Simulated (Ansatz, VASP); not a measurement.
**RbCu2: VASP beside Ansatz**

Contents of INCAR:

```
SYSTEM = RbCu2
  ALGO = Fast
  EDIFF = 1E-6
  ENCUT = 520
  GGA = PE
  ISIF = 2
  ISMEAR = 0
  LASPH = .TRUE.
  LCHARG = .FALSE.
  LREAL = .FALSE.
  LWAVE = .FALSE.
  NBANDS = 22
  NELM = 80
  PREC = Accurate
  SIGMA = 0.1
```

The input KPOINTS:

```
k-points
0
G
  6 6 6
  0 0 0
```

Contents of POSCAR:

```
RbCu2
1.0
    0.0000000000      3.1944473040      3.1944473040
    3.1944473040      0.0000000000      3.1944473040
    3.1944473040      3.1944473040      0.0000000000
Rb Cu
1 2
Direct
    0.0000000000      0.0000000000      0.0000000000
    0.2500000000      0.2500000000      0.2500000000
    0.7500000000      0.7500000000      0.7500000000
```

Input for Ansatz:

```yaml
crystal:
  lattice:
    - [0.0, 3.194447304, 3.194447304]
    - [3.194447304, 0.0, 3.194447304]
    - [3.194447304, 3.194447304, 0.0]
  atoms:
    - { symbol: Rb, position: [0.0, 0.0, 0.0] }
    - { symbol: Cu, position: [0.25, 0.25, 0.25] }
    - { symbol: Cu, position: [0.75, 0.75, 0.75] }
basis:
  ecutwfc: 420
kpoints:
  mp_grid: { grid: [6, 6, 6] }
hamiltonian:
  xc: pbe
scf:
  occupations: { method: gaussian, width: 0.1 }
  lower_state_search: "off"
output:
  forces: true
  stress: true
  eigenvalues: true
```

Alike in both runs: task single point; functional PBE; k mesh 6 × 6 × 6; occupations gaussian, width 0.1 eV; no spin polarisation.

|  | VASP | Ansatz |
| --- | --- | --- |
| version | VASP 6.6.1 | Ansatz 0.2.0 |
| potentials or method | VASP PAW PBE potentials, release 64 (Rb_sv, Cu) | scalar-relativistic, plane waves, PAW |
| plane-wave cutoff (eV) | 520 | 420 |
| valence electrons in the cell | 31 | 47 |

```csv
,VASP,Ansatz,Ansatz less VASP
gap on the k mesh at the Fermi level (eV),none,none,-
pressure (GPa),14.4,14.0,-0.32
```

A gap of «none» marks a metal or a gap that the smearing closes. The two sets of potentials don't hold the same shells in valence.
